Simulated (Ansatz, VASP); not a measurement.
## Cross-check of MgP4H64C26S2O28F6 (Mg2+ triflate in trimethyl phosphate and diglyme at 440 K) between VASP and Ansatz

Wanted: the spread between two codes on one cell, functional and k mesh. The cell is taken from a series of runs on this material, whose earlier steps may have relaxed, scaled, displaced or heated it; both programs get it as it stands.

Calculated with Ansatz 0.2.0; plane waves, with VASP 6.6.1 beside it; single point at RPBE with D3(BJ).

**1. Set-up**

The cell holds 131 atoms: 26 C, 28 O, 64 H, 4 P, 2 S, 6 F and 1 Mg. Cell: a = 11.943 Å, b = 11.943 Å, c = 11.943 Å, α = 90.0°, β = 90.0°, γ = 90.0°. As first built, before any earlier steps moved the atoms (in the runner's words): 4 trimethyl phosphate, 2 diglyme, 1 Mg2+, 2 triflate placed at random, at 1.12 g/cm^3; overlaps pushed apart, then 10 ps at 550 K with divalent ions of Li, Roberts, Chakravorty and Merz (J. Chem. Theory Comput. 9, 2733 (2013)); MMFF94 bonds, angles, torsions, charges and radii (Halgren, J. Comput. Chem. 17, 490 (1996)) in harmonic and 12-6 forms; charges of ions scaled by 0.8. Snapshot after 30 ps at 440 K and fixed volume.

**2. Ansatz: single point, RPBE with D3(BJ)**

Ansatz runs on its default PAW (the set named soft_2) files.

With cell and atoms fixed, the geometry can't cause a difference; cores, projectors, grids and the points listed under the comparison can.

Contents of input.yaml:

```yaml
crystal:
  lattice:
    - [11.9432, 0.0, 0.0]
    - [0.0, 11.9432, 0.0]
    - [0.0, 0.0, 11.9432]
  atoms:
    - { symbol: C, position: [0.25017, 0.55914, 0.19457] }
    - { symbol: O, position: [0.27628, 0.46496, 0.11804] }
    - { symbol: C, position: [0.1925, 0.3777, 0.11555] }
    - { symbol: C, position: [0.20816, 0.30794, 0.01357] }
    - { symbol: O, position: [0.13188, 0.21028, 0.01518] }
    - { symbol: C, position: [0.07976, 0.19243, 0.91007] }
    - { symbol: C, position: [0.04081, 0.06391, 0.88832] }
    - { symbol: O, position: [0.02567, 0.03648, 0.77222] }
    - { symbol: C, position: [0.12511, 0.99828, 0.7236] }
    - { symbol: H, position: [0.32642, 0.61841, 0.1916] }
    - { symbol: H, position: [0.25422, 0.53559, 0.28225] }
    - { symbol: H, position: [0.17188, 0.60518, 0.18704] }
    - { symbol: H, position: [0.18564, 0.32982, 0.19033] }
    - { symbol: H, position: [0.11129, 0.41961, 0.10441] }
    - { symbol: H, position: [0.19886, 0.3609, 0.94103] }
    - { symbol: H, position: [0.29544, 0.29054, 0.99725] }
    - { symbol: H, position: [0.13831, 0.2112, 0.84091] }
    - { symbol: H, position: [0.01456, 0.251, 0.89322] }
    - { symbol: H, position: [0.09661, 0.00177, 0.92056] }
    - { symbol: H, position: [0.96374, 0.05592, 0.92996] }
    - { symbol: H, position: [0.13976, 0.9089, 0.73882] }
    - { symbol: H, position: [0.19582, 0.04952, 0.74622] }
    - { symbol: H, position: [0.12323, 0.01083, 0.62823] }
    - { symbol: C, position: [0.599, 0.70106, 0.26667] }
    - { symbol: O, position: [0.6084, 0.6302, 0.17061] }
    - { symbol: C, position: [0.58308, 0.51658, 0.21229] }
    - { symbol: C, position: [0.54064, 0.45266, 0.12008] }
    - { symbol: O, position: [0.61379, 0.47243, 0.02857] }
    - { symbol: C, position: [0.58952, 0.39686, 0.93527] }
    - { symbol: C, position: [0.63799, 0.28491, 0.95184] }
[... 95 atom lines left out ...]
    - { symbol: O, position: [0.81365, 0.61826, 0.10307] }
    - { symbol: C, position: [0.97534, 0.78175, 0.09067] }
    - { symbol: F, position: [0.97315, 0.86445, 0.01549] }
    - { symbol: F, position: [0.03241, 0.69678, 0.03923] }
    - { symbol: F, position: [0.03113, 0.81679, 0.1845] }
    - { symbol: Mg, position: [0.64882, 0.63798, 0.01211] }
kpoints:
  mp_grid: { grid: [1, 1, 1] }
hamiltonian:
  xc: rpbe
  dispersion: d3bj
scf:
  occupations: { method: fermi_dirac, width: 0.05 }
output:
  forces: true
```

Launch:

```bash
> ansatz run input.yaml --threads 4 --pin off --max-ram 8192MiB --backend cpu --events-out ev --progress --plain --runs-dir out
```

Numbers of over 12 decimals in the logs are rounded to 6 here.

Log:

```text
Engine: ansatz 0.2.0, aarch64-unknown-linux-gnu
Pseudopotentials: kind: paw
Pseudopotential: C, paw, valence charge 4, recommended cutoff 420 eV (normal), C.paw.azcp
Pseudopotential: O, paw, valence charge 6, recommended cutoff 420 eV (normal), O.paw.azcp
Pseudopotential: H, paw, valence charge 1, recommended cutoff 420 eV (normal), H.paw.azcp
Pseudopotential: P, paw, valence charge 5, recommended cutoff 420 eV (normal), P.paw.azcp
Pseudopotential: S, paw, valence charge 6, recommended cutoff 420 eV (normal), S.paw.azcp
Pseudopotential: F, paw, valence charge 7, recommended cutoff 420 eV (normal), F.paw.azcp
Pseudopotential: Mg, paw, valence charge 10, recommended cutoff 420 eV (normal), Mg.paw.azcp
Functional definition: RPBE
  parameter kappa = 0.804
  parameter beta = 0.066725
  exchange = rpbe_x(kappa = kappa, mu = beta*pi^2/3)
  correlation = pbe_c(beta = beta)
Crystal: 131 atoms, lattice volume = 1703.578 Å³
Basis set: ecut = 420 eV, 33371 PW (Γ), exchange–correlation on 160×160×160 points (8 copies of the dense FFT grid, shifted against one another)
Bands: 341, of which v1, the nominal top of the filled ones, is band 210 counted from 1 (209 counted from 0)
Symmetry: 1 space group operations
Space group: P1 (ITA 1), of the structure as read, at distance tolerance 1.2e-4 Å
k-points: 1
Non-local potential: C, projectors of the file, l = 0: 2, l = 1: 2, l = 2: 1
Non-local potential: O, projectors of the file, l = 0: 2, l = 1: 2, l = 2: 1
Non-local potential: H, projectors of the file, l = 0: 2, l = 1: 1
Non-local potential: P, projectors of the file, l = 0: 2, l = 1: 2, l = 2: 2
Non-local potential: S, projectors of the file, l = 0: 2, l = 1: 2, l = 2: 2
Non-local potential: F, projectors of the file, l = 0: 2, l = 1: 2, l = 2: 1
Non-local potential: Mg, projectors of the file, l = 0: 3, l = 1: 2, l = 2: 1
PAW form: soft (Blöchl's): semilocal exchange-correlation on the pseudo side does not see the compensation charge
PAW frozen core: C, regenerated for the run's functional, and the local potential with it (the file was generated under x = pbe(κ = 0.804, μ = 0.219515), c = pbe(β = 0.066725))
PAW frozen core: O, regenerated for the run's functional, and the local potential with it (the file was generated under x = pbe(κ = 0.804, μ = 0.219515), c = pbe(β = 0.066725))
PAW frozen core: P, regenerated for the run's functional, and the local potential with it (the file was generated under x = pbe(κ = 0.804, μ = 0.219515), c = pbe(β = 0.066725))
PAW frozen core: S, regenerated for the run's functional, and the local potential with it (the file was generated under x = pbe(κ = 0.804, μ = 0.219515), c = pbe(β = 0.066725))
PAW frozen core: F, regenerated for the run's functional, and the local potential with it (the file was generated under x = pbe(κ = 0.804, μ = 0.219515), c = pbe(β = 0.066725))
PAW frozen core: Mg, regenerated for the run's functional, and the local potential with it (the file was generated under x = pbe(κ = 0.804, μ = 0.219515), c = pbe(β = 0.066725))
PAW one-centre angular grid: C, 110 points (default); XC on 64 Gauss nodes
PAW one-centre angular grid: O, 110 points (default); XC on 64 Gauss nodes
PAW one-centre angular grid: H, 110 points (default); XC on 64 Gauss nodes
PAW one-centre angular grid: P, 110 points (default); XC on 64 Gauss nodes
PAW one-centre angular grid: S, 110 points (default); XC on 64 Gauss nodes
PAW one-centre angular grid: F, 110 points (default); XC on 64 Gauss nodes
PAW one-centre angular grid: Mg, 110 points (default); XC on 64 Gauss nodes
Initial density: superposition of atomic densities (neutral atoms: chi_scale 0, normalization atom), corrected by the library's trained network
Initial wavefunctions: pseudopotential atomic-orbital guess
Functional: x = rpbe, c = pbe(β = 0.066725)
SCF iter   1: F=—  HF=-35169.560625 eV  |F-HF|=—  |Δ(HF+E_count)|=         —  Δρ=5.95e-3  dr2=7.32e-1  ethr=1.77e-3  ⟨swp⟩=6.0  Hψ=1678  notcnv=0  defer=95
preconditioner: auto → Resta (q_TF=auto, 2.160 Å⁻¹)  ε∞=2.3  [insulator: Δε(μ)=4.865 eV  Ē_g=16.020 eV  σ=0.050 eV  W_gap=1.00  n_scr=256 (ndim 8)  ℏωp=17.9 eV  f_vac=0.359  D(μ)=0.00/eV (n_scr^D=0)  ε∞_Penn≈2.3]
SCF iter   2: F=—  HF=-35169.385091 eV  |F-HF|=—  |Δ(HF+E_count)|=   1.76e-1  Δρ=3.20e-3  dr2=1.83e-1  ethr=1.74e-4  ⟨swp⟩=2.0  Hψ=575  notcnv=0  defer=125
SCF iter   3: F=—  HF=-35169.351073 eV  |F-HF|=—  |Δ(HF+E_count)|=   3.40e-2  Δρ=1.63e-3  dr2=6.24e-2  ethr=4.36e-5  ⟨swp⟩=4.0  Hψ=430  notcnv=0  defer=27
automatic band count: iteration 3 solves 243 bands in place of 341: the levels show a gap, and the empty bands left out lie too high to hold charge; the band table lists the bands solved (type scf.n_extra_bands for more)
[...]
SCF iter   7: F=—  HF=-35169.318357 eV  |F-HF|=—  |Δ(HF+E_count)|=   5.63e-5  Δρ=4.07e-5  dr2=2.81e-5  ethr=3.89e-8  ⟨swp⟩=3.0  Hψ=439  notcnv=0  defer=24
SCF iter   8: F=—  HF=-35169.319052 eV  |F-HF|=—  |Δ(HF+E_count)|=   6.95e-4  Δρ=2.33e-5  dr2=8.17e-6  ethr=6.69e-9  ⟨swp⟩=3.0  Hψ=485  notcnv=0  defer=24
SCF iter   9: F=—  HF=-35169.319050 eV  |F-HF|=—  |Δ(HF+E_count)|=   1.74e-6  Δρ=5.95e-6  dr2=5.54e-7  ethr=1.94e-9  ⟨swp⟩=3.0  Hψ=417  notcnv=0  defer=24
SCF iter  10: F=—  HF=-35169.319050 eV  |F-HF|=—  |Δ(HF+E_count)|=   1.31e-8  Δρ=3.49e-6  dr2=1.84e-7  ethr=2.38e-11  ⟨swp⟩=5.0  Hψ=981  notcnv=0
SCF iter  11: F=-35169.319050 eV  HF=-35169.319050 eV  |F-HF|=4.67e-9  |Δ(HF+E_count)|=   2.67e-8  Δρ=9.74e-7  dr2=1.81e-8  ethr=2.38e-11  ⟨swp⟩=5.0  Hψ=906  notcnv=0
SCF 1 converged in 11 iterations: F = -35169.319050 eV  dr2 = 1.81e-8
  greatest PAW one-centre occupation: 1.000 electrons in one spin orbital (limit 2), on the Mg atom at site 130 (counted from 0), in its partial waves of l = 0
SCF converged after 11 iterations
Free energy (F): -35169.319050 eV
Harris-Foulkes:  -35169.319050 eV  (|F-HF|=4.67e-9)
Internal energy: -35169.319050 eV  (E = F + TS)
E sigma→0 (E₀):  -35169.319050 eV
Fermi energy:    1.279886 eV
--- Per-component energies (eV) ---
  E_band       = -4157.850187
  E_kinetic    = 10080.972493
  E_local      = -48161.143914  (includes V_loc(G=0)·N_el)
  E_nonlocal   = 2820.129980
  E_hartree    = 19390.719400
  E_xc         = -4876.393403
  E_vxc        = -6018.594208  (∫ρ·V_xc dr)
  E_paw        = -12123.057746  (= ΣΔE_a)
  E_vpaw       = -1660.636093  (= ΣTr[D̂ρ^β])
  E_aug_tail   = -0.009452  (compensation charges beyond the density's cutoff)
  E_ewald      = -2279.467966
  E_disp       = -19.740297  (pairwise vdW)
  E_core_change = -1.328144  (= ΣΔE_core)
  E_smearing   = -0.000000  (= −TS)
  E_closure    = 0.000000  (closes the sum)
  Σ components = -35169.319050   (vs F -35169.319050, Δ=0.00e0)
--- Forces (eV/Å), atoms counted from 1 ---
  atom   1  C      2.57709604     0.07304978     0.16063985
  atom   2  O     -0.73218033     0.34044916     0.87402363
  atom   3  C     -0.77045928     1.97007745    -0.46552907
  atom   4  C     -0.17820290    -0.61028047    -0.71855240
  atom   5  O      0.89957282     0.81081940     0.34068983
  atom   6  C      1.47305865    -1.82971626    -1.71710801
  atom   7  C      0.81845585     1.76781043    -0.49035844
  atom   8  O     -1.09653317     0.88333063     0.45943319
  atom   9  C      0.43439264     0.01025876    -2.37093667
  atom  10  H     -1.52107017    -0.84078117    -0.54333244
  atom  11  H     -0.14112016    -0.80258875     0.48019393
  atom  12  H     -0.27875291    -0.12022601    -0.89659946
  atom  13  H      0.36072195    -0.73697994     1.22326899
  atom  14  H     -0.34166285     0.03574923     0.21150977
  atom  15  H     -1.11592445     0.41583859    -0.67556758
  atom  16  H      0.82857320    -1.24767540     0.59344784
  atom  17  H      0.24547352    -0.18100167     0.12206167
  atom  18  H     -1.39766541     0.57206195     0.20166415
  atom  19  H      0.92741458    -0.14072269     0.80135866
  atom  20  H     -1.58199580    -0.40414978     0.51139490
  atom  21  H      0.13172660    -0.05950466     0.20903942
  atom  22  H      0.62740474     0.14238921     0.57550717
  atom  23  H     -0.44094332    -0.29648918     1.27264420
  atom  24  C      1.59726259     0.47337676    -0.04428081
[...]
atom 124  S     -1.97636967     0.37079630     0.83281813
  atom 125  O      0.11246321    -0.23265823    -0.86845732
  atom 126  O      1.55384702    -1.67746588     0.45764215
  atom 127  C      1.17372570    -0.39135242    -0.23256414
  atom 128  F     -0.20965825     0.61738867     0.07722757
  atom 129  F     -0.32207750    -0.01079511     1.25497971
  atom 130  F     -0.16189285    -0.38507497    -0.94575868
  atom 131  Mg     0.50667679     0.74526601     0.63108050
  max |Σ_I F_I| component: 6.24e-5 eV/Å
```

In the SCF lines HF is the Harris–Foulkes energy and dr2 the Hartree energy of the density residual, in eV; the loop may stop once dr2 is under the threshold and the program's other checks hold. Hψ counts applications of the Hamiltonian.

**3. VASP: single point, RPBE with D3(BJ)**

The same cell, functional, mesh and smearing now go to VASP, with its own data sets.

Lines of VASP's logs that name or quote its potential files are left out, and so is its time.

Contents of INCAR:

```
SYSTEM = MgP4H64C26S2O28F6
PREC = Accurate
ENCUT = 520
EDIFF = 1E-06
NELM = 120
ISMEAR = -1
SIGMA = 0.05
LREAL = Auto
ALGO = Normal
GGA = RP
IVDW = 12
NBANDS = 297
LORBIT = 11
LWAVE = .FALSE.
LCHARG = .FALSE.
ISIF = 2
LASPH = .TRUE.
GGA_COMPAT = .FALSE.
EFERMI = MIDGAP
```

Contents of POSCAR:

```
MgP4H64C26S2O28F6
1.0
   11.9432000000      0.0000000000      0.0000000000
    0.0000000000     11.9432000000      0.0000000000
    0.0000000000      0.0000000000     11.9432000000
C O H P S F Mg
26 28 64 4 2 6 1
Direct
    0.2501700000      0.5591400000      0.1945700000
    0.1925000000      0.3777000000      0.1155500000
    0.2081600000      0.3079400000      0.0135700000
    0.0797600000      0.1924300000      0.9100700000
    0.0408100000      0.0639100000      0.8883200000
    0.1251100000      0.9982800000      0.7236000000
    0.5990000000      0.7010600000      0.2666700000
    0.5830800000      0.5165800000      0.2122900000
    0.5406400000      0.4526600000      0.1200800000
    0.5895200000      0.3968600000      0.9352700000
    0.6379900000      0.2849100000      0.9518400000
    0.7224800000      0.1441200000      0.8368900000
    0.4020800000      0.1433200000      0.7638100000
    0.3562200000      0.2519900000      0.4412700000
    0.1763200000      0.4397900000      0.6507700000
    0.0702600000      0.7658900000      0.4730700000
    0.2380300000      0.9466900000      0.2215000000
    0.4566600000      0.9005400000      0.4293700000
    0.7612500000      0.8237100000      0.7408100000
    0.8221300000      0.5854600000      0.5610400000
    0.9736900000      0.5526500000      0.8724300000
    0.8853700000      0.3149400000      0.2537200000
    0.7797400000      0.0390600000      0.1972000000
    0.6933800000      0.1772600000      0.5295300000
    0.2962600000      0.7314100000      0.9407000000
    0.9753400000      0.7817500000      0.0906700000
    0.2762800000      0.4649600000      0.1180400000
    0.1318800000      0.2102800000      0.0151800000
    0.0256700000      0.0364800000      0.7722200000
    0.6084000000      0.6302000000      0.1706100000
[... 95 atom lines left out ...]
    0.2953700000      0.6247600000      0.9671900000
    0.2757500000      0.7404800000      0.8288800000
    0.9731500000      0.8644500000      0.0154900000
    0.0324100000      0.6967800000      0.0392300000
    0.0311300000      0.8167900000      0.1845000000
    0.6488200000      0.6379800000      0.0121100000
```

Contents of KPOINTS:

```
Automatic mesh
0
Gamma
1 1 1
0 0 0
```

The projector-augmented-wave data sets are C, O, H, P, S, F and Mg (PBE family, release 64).

Launch:

```bash
> export OMP_NUM_THREADS=3
> mpirun -np 1 vasp_gam
```

Log:

```text
[banner, memory and clock lines left out]
running    1 mpi-ranks, on    1 nodes
[...]
Offloading initialized ...    1 GPUs detected
[...]
|                                                                             |
|               ----> ADVICE to this user running VASP <----                  |
|                                                                             |
|     You enforced a specific xc type in the INCAR file but a different       |
|     [... a line on the potential file left out ...]
|     I HOPE YOU KNOW WHAT YOU ARE DOING!                                     |
|                                                                             |

 LDA part: xc-table for (Slater+PW92), standard interpolation
 POSCAR, INCAR and KPOINTS ok, starting setup
[...]
entering main loop
       N       E                     dE             d eps       ncg     rms          rms(c)
DAV:   1     0.350599803211E+04    0.35060E+04   -0.21984E+05   618   0.128E+03
DAV:   2    -0.360153161233E+03   -0.38662E+04   -0.36874E+04   747   0.310E+02
DAV:   3    -0.754842523164E+03   -0.39469E+03   -0.39144E+03   732   0.105E+02
DAV:   4    -0.764183479360E+03   -0.93410E+01   -0.92982E+01   764   0.175E+01
[...]
DAV:  19    -0.697873249242E+03    0.13842E-04   -0.10864E-05   644   0.988E-03    0.367E-03
DAV:  20    -0.697873246266E+03    0.29755E-05   -0.38057E-06   668   0.604E-03    0.331E-03
DAV:  21    -0.697873245366E+03    0.90034E-06   -0.21400E-06   556   0.445E-03
   1 F= -.71761276E+03 E0= -.71761276E+03  d E =-.649985E-18
```

OUTCAR, selected parts (step 3):

```text
  FREE ENERGIE OF THE ION-ELECTRON SYSTEM (eV)
  ---------------------------------------------------
  free  energy   TOTEN  =      -717.6127553722 eV

  energy  without entropy=     -717.6127553722  energy(sigma->0) =     -717.61275537
```

The run ends at a pressure of 1.52 GPa, with forces up to 5.0 eV/Å.

**4. Comparison**

Known differences besides the potentials themselves: the data sets hold 420 valence electrons in Ansatz (on its default PAW (the set named soft_2) files) and 412 in VASP; the cutoff is 420 eV in Ansatz and 520 eV in VASP (PREC = Accurate, projectors in real space); Ansatz makes its cores anew for this functional, VASP keeps those of its PBE data sets. Total energies have different zeros and are not compared.

Both answers:

```csv
quantity,Ansatz,VASP,difference
gap on the k mesh (eV),4.383,4.360,+0.023
```

Forces on 10 of the 131 atoms, those with the largest forces and the largest differences (eV/Å; atoms numbered as in POSCAR):

```csv
atom,"Ansatz x, y, z","VASP x, y, z"
C24,"1.660, 2.864, 2.760","1.650, 2.905, 2.920"
C25,"-1.151, 0.576, -1.431","-0.751, 0.845, -1.332"
C26,"1.174, -0.391, -0.233","0.791, -0.550, -0.068"
O33,"-1.488, 1.564, -3.535","-1.574, 1.754, -3.679"
O45,"-1.630, -3.630, 2.724","-1.802, -3.761, 2.813"
O47,"-2.981, 2.538, 0.507","-3.037, 2.728, 0.679"
O48,"0.141, -1.846, -3.733","0.170, -1.823, -3.984"
H107,"-0.814, -2.676, 3.083","-0.811, -2.667, 3.076"
P121,"2.493, -0.932, -3.793","2.424, -0.986, -3.635"
F126,"0.298, -1.082, 0.298","0.301, -1.547, 0.417"
```

The forces differ by 92 meV/Å r.m.s., which is 8.2 % of the r.m.s. force of 1.123 eV/Å (both taken over all components). A gap on the mesh is an upper bound, since the band edges may lie between its points.

**5. Results**

| Quantity | Value |
| --- | --- |
| r.m.s. force difference (single point, RPBE with D3(BJ)) | 8.2 % of the r.m.s. force |

What this shows: The r.m.s. force difference is 8.2 % of the r.m.s. force (single point, RPBE with D3(BJ)), beyond the 3 % picked in this series as the mark of a large difference. The data sets hold unlike numbers of valence electrons (420 in Ansatz and 412 in VASP), so part of the differences comes from the potentials. What causes the difference of the single point, RPBE with D3(BJ) pair stays open here. Such differences can come from data sets, numerical settings and the points named under the comparisons, not from the functional's error against experiment.

[Lines on the potential files, build, host, timing and source positions are cut from VASP's logs without a mark.]

[Logs are printed without paths, hosts, clocks, repeated set-up lines and the standing remarks that a program may print on its own settings, such as how far it seeks lower states.]

[Hosts, paths, dates, database ids (printed as entryN), source tags and the programs' standing remarks are cut or masked in the printed files.]

[The MMFF94 radii named for the starting cell were scaled by 0.96; in molecules described by MMFF94, hydrogen bound to N, O or S took a small fixed 12-6 site in their place.]
